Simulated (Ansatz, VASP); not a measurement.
# Hf5C6 (HfC(111), C ends): VASP beside Ansatz

One calculation is typed for both programs; each brings its own data sets and cutoff. How far apart do they land?

Calculated with Ansatz 0.2.0; plane waves, with VASP 6.6.1 beside it; single point at PBEsol.

### Step 1. The structure

The cell holds 11 atoms: 6 C and 5 Hf. Its edges and angles: a = 3.274 Å, b = 3.274 Å, c = 29.366 Å, α = 90.0°, β = 90.0°, γ = 120.0°. It derives from HfC. Vacuum lies along c.

Structure file:

```xyz
11
Lattice="3.2739 0.0000 0.0000 -1.6370 2.8353 0.0000 0.0000 0.0000 29.3657" Properties=species:S:1:pos:R:3
C     0.0000    0.0000    8.2169
C     1.6370    0.9451   10.7019
C     0.0000    1.8902   13.3509
C     0.0000    0.0000   16.0148
C     1.6370    0.9451   18.6637
C     0.0000    1.8902   21.1487
Hf    0.0000    1.8902    9.3524
Hf    0.0000    0.0000   12.0280
Hf    1.6370    0.9451   14.6828
Hf    0.0000    1.8902   17.3377
Hf    0.0000    0.0000   20.0132
```

### Step 2. VASP: single point, PBEsol

A single point gives forces, pressure and levels at one fixed geometry, so differences don't come from the geometry; what else differs is listed under the comparison.

Lines of VASP's logs that name or quote its potential files are left out, and so is its time.

INCAR

```
SYSTEM = Hf5C6
PREC = Normal
ENCUT = 400
EDIFF = 1E-06
NELM = 120
ISMEAR = 1
SIGMA = 0.1
LREAL = Auto
ALGO = Fast
GGA = PS
NBANDS = 53
LASPH = .TRUE.
LORBIT = 11
LWAVE = .FALSE.
LCHARG = .TRUE.
KPAR = 2
IDIPOL = 3
LDIPOL = .TRUE.
DIPOL = 0.5 0.5 0.5
LVHAR = .TRUE.
LVACPOTAV = .TRUE.
NEDOS = 1500
```

POSCAR

```
Hf5C6
1.0
    3.2739043970      0.0000000000      0.0000000000
   -1.6369521980      2.8352843770      0.0000000000
    0.0000000000      0.0000000000     29.3656587320
C Hf
6 5
Direct
    0.0000000000      0.0000000000      0.2798137977
    0.6666666670      0.3333333330      0.3644369081
    0.3333333330      0.6666666670      0.4546417266
    0.0000000000      0.0000000000      0.5453582734
    0.6666666670      0.3333333330      0.6355630919
    0.3333333330      0.6666666670      0.7201862023
    0.3333333330      0.6666666670      0.3184814057
    0.0000000000      0.0000000000      0.4095926207
    0.6666666670      0.3333333330      0.5000000000
    0.3333333330      0.6666666670      0.5904073793
    0.0000000000      0.0000000000      0.6815185943
```

KPOINTS

```
Automatic mesh
0
Gamma
12 12 1
0 0 0
```

PAW data sets: C and Hf_sv_GW (PBE family, release 64).

The run is started by

```console
mpirun -np 2 vasp_std
```

Numbers of over 12 decimals in the logs are rounded to 6 here.

Log:

```text
[banner, memory and clock lines left out]
running    2 mpi-ranks, on    1 nodes
 distrk:  each k-point on    1 cores,    2 groups
 distr:  one band on    1 cores,    1 groups

 POSCAR found type information on POSCAR C Hf
 POSCAR found :  2 types and      11 ions
|                                                                             |
|               ----> ADVICE to this user running VASP <----                  |
|                                                                             |
|     You enforced a specific xc type in the INCAR file but a different       |
|     [... a line on the potential file left out ...]
|     I HOPE YOU KNOW WHAT YOU ARE DOING!                                     |
|                                                                             |

 LDA part: xc-table for (Slater+PW92), standard interpolation
 POSCAR, INCAR and KPOINTS ok, starting setup
 FFT: planning ... GRIDC
 FFT: planning ... GRID_SOFT
 FFT: planning ... GRID
 WAVECAR not read
 entering main loop
       N       E                     dE             d eps       ncg     rms          rms(c)
DAV:   1     0.821152919957E+03    0.82115E+03   -0.41461E+04  2350   0.116E+03
DAV:   2    -0.603098354182E+02   -0.88146E+03   -0.86318E+03  2761   0.374E+02
DAV:   3    -0.141166844374E+03   -0.80857E+02   -0.79562E+02  2330   0.125E+02
DAV:   4    -0.143546803364E+03   -0.23800E+01   -0.23685E+01  2708   0.207E+01
DAV:   5    -0.143590031214E+03   -0.43228E-01   -0.43202E-01  2492   0.258E+00    0.206E+02
RMM:   6    -0.126429856210E+03    0.17160E+02   -0.60021E+01  2381   0.208E+01    0.127E+02
RMM:   7    -0.204211361629E+03   -0.77782E+02   -0.68053E+01  2959   0.194E+01    0.701E+01
RMM:   8    -0.127775971597E+03    0.76435E+02   -0.34522E+01  2833   0.146E+01    0.594E+01
RMM:   9    -0.128888929493E+03   -0.11130E+01   -0.14203E+01  3042   0.827E+00    0.354E+01
RMM:  10    -0.127171136282E+03    0.17178E+01   -0.29601E+00  2405   0.485E+00    0.115E+01
RMM:  11    -0.126030836174E+03    0.11403E+01   -0.19599E+00  2828   0.335E+00    0.660E+00
RMM:  12    -0.125950018399E+03    0.80818E-01   -0.14339E+00  3062   0.242E+00    0.134E+01
RMM:  13    -0.125952490781E+03   -0.24724E-02   -0.20271E-01  3092   0.105E+00    0.200E+01
RMM:  14    -0.125935734099E+03    0.16757E-01   -0.12797E-01  2882   0.931E-01    0.144E+01
[...]
RMM:  25    -0.125852263203E+03   -0.55631E-04   -0.11211E-04  2864   0.219E-02    0.247E-01
RMM:  26    -0.125852334454E+03   -0.71252E-04   -0.36610E-05  2627   0.133E-02    0.168E-01
RMM:  27    -0.125852381153E+03   -0.46699E-04   -0.35062E-05  2609   0.119E-02    0.108E-01
RMM:  28    -0.125852424477E+03   -0.43324E-04   -0.10557E-05  2282   0.744E-03    0.388E-02
RMM:  29    -0.125852449907E+03   -0.25430E-04   -0.37226E-06  1867   0.493E-03    0.500E-03
RMM:  30    -0.125852459640E+03   -0.97331E-05   -0.18720E-06  1630   0.319E-03    0.225E-03
RMM:  31    -0.125852461300E+03   -0.16606E-05   -0.45912E-07  1247   0.196E-03    0.195E-03
RMM:  32    -0.125852461343E+03   -0.42732E-07   -0.15711E-07  1059   0.134E-03
|                                                                             |
|           W    W    AA    RRRRR   N    N  II  N    N   GGGG   !!!           |
|           W    W   A  A   R    R  NN   N  II  NN   N  G    G  !!!           |
|           W    W  A    A  R    R  N N  N  II  N N  N  G       !!!           |
|           W WW W  AAAAAA  RRRRR   N  N N  II  N  N N  G  GGG   !            |
|           WW  WW  A    A  R   R   N   NN  II  N   NN  G    G                |
|           W    W  A    A  R    R  N    N  II  N    N   GGGG   !!!           |
|                                                                             |
|     Did not find any points to average over, which means that no vacuum     |
|     field-free region was found. Please increase the size of  your cell     |
|     in the dimension of the dipole correction to obtain accurate            |
|     workfunction values.                                                    |
|                                                                             |

   1 F= -.12585246E+03 E0= -.12584882E+03  d E =-.109225E-01
```

Parts of OUTCAR (step 2):

```text
ion  position               nearest neighbor table
   1  0.000  0.000  0.280-   7 2.21   7 2.21   7 2.21
   2  0.667  0.333  0.364-   8 2.31   8 2.31   8 2.31   7 2.32   7 2.32   7 2.32
   3  0.333  0.667  0.455-   8 2.31   8 2.31   8 2.31   9 2.31   9 2.31   9 2.31
   4  0.000  0.000  0.545-  10 2.31  10 2.31  10 2.31   9 2.31   9 2.31   9 2.31
   5  0.667  0.333  0.636-  10 2.31  10 2.31  10 2.31  11 2.32  11 2.32  11 2.32
   6  0.333  0.667  0.720-  11 2.21  11 2.21  11 2.21
   7  0.333  0.667  0.318-   1 2.21   1 2.21   1 2.21   2 2.32   2 2.32   2 2.32   8 3.28   8 3.28
                             8 3.28
   8  0.000  0.000  0.410-   3 2.31   3 2.31   3 2.31   2 2.31   2 2.31   2 2.31   9 3.26   9 3.26
                             9 3.26   7 3.28   7 3.28   7 3.28
   9  0.667  0.333  0.500-   3 2.31   4 2.31   3 2.31   4 2.31   4 2.31   3 2.31  10 3.26   8 3.26
                            10 3.26   8 3.26   8 3.26  10 3.26
  10  0.333  0.667  0.590-   4 2.31   4 2.31   4 2.31   5 2.31   5 2.31   5 2.31   9 3.26   9 3.26
                             9 3.26  11 3.28  11 3.28  11 3.28
  11  0.000  0.000  0.682-   6 2.21   6 2.21   6 2.21   5 2.32   5 2.32   5 2.32  10 3.28  10 3.28
                            10 3.28

  LATTYP: Found a hexagonal cell.
 ALAT       =     3.2739043970
 C/A-ratio  =     8.9696140055

 Subroutine GETGRP returns: Found 12 space group operations
 (whereof  6 operations were pure point group operations)

The static configuration has the point symmetry C_3v.
 The point group associated with its full space group is D_3d.

 Found     19 irreducible k-points:

   k-points           NKPTS =     19   k-points in BZ     NKDIM =     19   number of bands    NBANDS=     53

   dimension x,y,z NGX =    16 NGY =   16 NGZ =  144
   dimension x,y,z NGXF=    32 NGYF=   32 NGZF=  288

   ENCUT  =  400.0 eV  29.40 Ry    5.42 a.u.   5.34  5.34 47.89*2*pi/ulx,y,z

   NELECT =      84.0000    total number of electrons

 k-points in reciprocal lattice and weights: Automatic mesh
   0.00000000  0.00000000  0.00000000       0.007
   0.08333333  0.00000000  0.00000000       0.042
   0.16666667  0.00000000  0.00000000       0.042
   0.25000000  0.00000000  0.00000000       0.042
   0.33333333  0.00000000  0.00000000       0.042
   0.41666667  0.00000000  0.00000000       0.042
   0.50000000  0.00000000  0.00000000       0.021
   0.08333333  0.08333333  0.00000000       0.042
   0.16666667  0.08333333  0.00000000       0.083
[...]
0.33333333  0.25000000  0.00000000       0.083
   0.33333333  0.33333333  0.00000000       0.014

 dipolmoment           0.000000      0.000000      0.000013 electrons x Angstroem

 average (electrostatic) potential at core
       1 -53.4563       2 -53.2523       3 -53.0327       4 -53.0325       5 -53.2521
       6 -53.4563       7 -89.0218       8 -89.6425       9 -89.6666      10 -89.6424
      11 -89.0215

 E-fermi :   0.8892

 k-point     1 :       0.0000    0.0000    0.0000
  band No.  band energies     occupation
    ...
     35      -1.0905      2.00000
     36      -0.8002      2.00000
     37      -0.1137      2.00000
     38      -0.1134      2.00000
     39       0.5541      2.00002
     40       1.1481     -0.00155
     41       1.1484     -0.00153
     42       1.7487     -0.00000
     43       2.0468     -0.00000
     44       2.0473     -0.00000
    ...

 k-point     2 :       0.0833    0.0000    0.0000
  band No.  band energies     occupation
    ...
     36      -0.6216      2.00000
     37      -0.5531      2.00000
     38      -0.1225      2.00000
     39       0.3370      2.00000
     40       0.6605      2.00567
     41       1.0730     -0.02603
     42       1.2943     -0.00000
     43       1.4423     -0.00000
     44       1.9269     -0.00000
     45       2.4424     -0.00000
    ...

 k-point     3 :       0.1667    0.0000    0.0000
  band No.  band energies     occupation
    ...
     37      -0.7803      2.00000
     38      -0.3905      2.00000
     39      -0.2058      2.00000
     40      -0.0355      2.00000
     41       0.8627      1.43139
     42       0.9926     -0.05652
     43       0.9976     -0.06351
     44       1.3579     -0.00000
     45       2.0712     -0.00000
     46       2.9821      0.00000
    ...

  Total       -2.2823959     -2.2823959     -1.7218667     -0.0000000     -0.0000000     -0.0000000
  in kB      -13.4152631    -13.4152631    -10.1206344     -0.0000000     -0.0000000     -0.0000000
  external PRESSURE =     -12.3170535 kB  Pullay stress =       0.0000000 kB

  energy-cutoff  :      400.00
  volume of cell :      272.59
      direct lattice vectors                 reciprocal lattice vectors
     3.273904397  0.000000000  0.000000000     0.305445694  0.176349154  0.000000000
    -1.636952198  2.835284377  0.000000000     0.000000000  0.352698307  0.000000000
     0.000000000  0.000000000 29.365658732     0.000000000  0.000000000  0.034053382

 POSITION                                       TOTAL-FORCE (eV/Angst)
 -----------------------------------------------------------------------------------
      0.00000      0.00000      8.21692         0.000000     -0.000000      0.020385
      1.63695      0.94509     10.70193        -0.000000      0.000000     -0.012088
     -0.00000      1.89019     13.35085         0.000000      0.000000     -0.007003
      0.00000      0.00000     16.01480        -0.000000      0.000000      0.007003
      1.63695      0.94509     18.66373         0.000000      0.000000      0.012088
     -0.00000      1.89019     21.14874        -0.000000      0.000000     -0.020385
     -0.00000      1.89019      9.35242         0.000000      0.000000      0.001104
      0.00000      0.00000     12.02796        -0.000000      0.000000     -0.001322
      1.63695      0.94509     14.68283         0.000000      0.000000      0.000000
     -0.00000      1.89019     17.33770         0.000000     -0.000000      0.001322
      0.00000      0.00000     20.01324        -0.000000      0.000000     -0.001104
 -----------------------------------------------------------------------------------
    total drift:                                0.000003     -0.000002      0.001641

  FREE ENERGIE OF THE ION-ELECTRON SYSTEM (eV)
  ---------------------------------------------------
  free  energy   TOTEN  =      -125.8524613432 eV

  energy  without entropy=     -125.8415388392  energy(sigma->0) =     -125.84882051

 vacuum level on the upper side and lower side of the slab         7.758         7.757

 total charge
# of ion       s       p       d       f       tot
--------------------------------------------------
    1        0.953   1.283   0.000   0.000   2.236
    2        0.880   1.484   0.000   0.000   2.364
    3        0.872   1.513   0.000   0.000   2.385
    4        0.872   1.513   0.000   0.000   2.385
    5        0.880   1.484   0.000   0.000   2.364
    6        0.953   1.283   0.000   0.000   2.236
    7        4.038   5.994   1.527   0.052  11.611
    8        3.898   6.005   1.447   0.054  11.405
    9        3.892   6.007   1.435   0.055  11.389
   10        3.898   6.005   1.447   0.054  11.405
   11        4.038   5.994   1.527   0.052  11.611
--------------------------------------------------
tot         25.174  38.567   7.382   0.266  71.389

[... 3 further parts left out ...]
```

(Part 1 of 2 ends here.)

[Lines on the potential files, build, host, timing and source positions are cut from VASP's logs without a mark.]

[Logs are printed without paths, hosts, clocks, repeated set-up lines and the standing remarks that a program may print on its own settings, such as how far it seeks lower states.]

[Hosts, paths, dates, database ids (printed as entryN), source tags and the programs' standing remarks are cut or masked in the printed files.]
